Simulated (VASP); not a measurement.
Computed with PBEsol GGA, VASP's PBE PAW potentials (set 64) (plane waves; VASP 6.6.1).

VASP input:

### KPOINTS
```
kpoints
0
G
 7 7 7
```

**POSCAR**
```
PbTe
1.0
  0.0000000000   3.2300000000   3.2300000000
  3.2300000000   0.0000000000   3.2300000000
  3.2300000000   3.2300000000   0.0000000000
Te Pb
1 1
Cartesian
  3.2300000000   3.2300000000   3.2300000000
  0.0000000000   0.0000000000   0.0000000000
```

**INCAR**
```
SYSTEM = PbTe
PREC = Accurate
ENCUT = 400
EDIFF = 1E-6
NELM = 100
ALGO = Normal
LREAL = .FALSE.
LASPH = .TRUE.
ISMEAR = 0
SIGMA = 0.05
GGA = PS
LMAXMIX = 4
LWAVE = .FALSE.
LCHARG = .FALSE.
IBRION = 2
ISIF = 3
NSW = 60
EDIFFG = -0.01
```

POTCAR, in this order: Te Pb_d (PBE.64 set). Program: vasp_std.

**Question.** What will the output report for the number of irreducible k-points (NKPTS), number of bands (NBANDS), largest plane-wave count, number of space-group operations, FFT grid (NGX, NGY, NGZ)?

**Answer.** 
```yaml
number of irreducible k-points (NKPTS): 20
number of bands (NBANDS): 14
largest_plane_wave_count: 1243
number_of_space_group_operations: 48
FFT grid (NGX, NGY, NGZ): 30 × 30 × 30
```

The compound is PbTe in the rock salt structure. This run relaxes it. Symmetry was kept, so distortions that lower it aren't found.
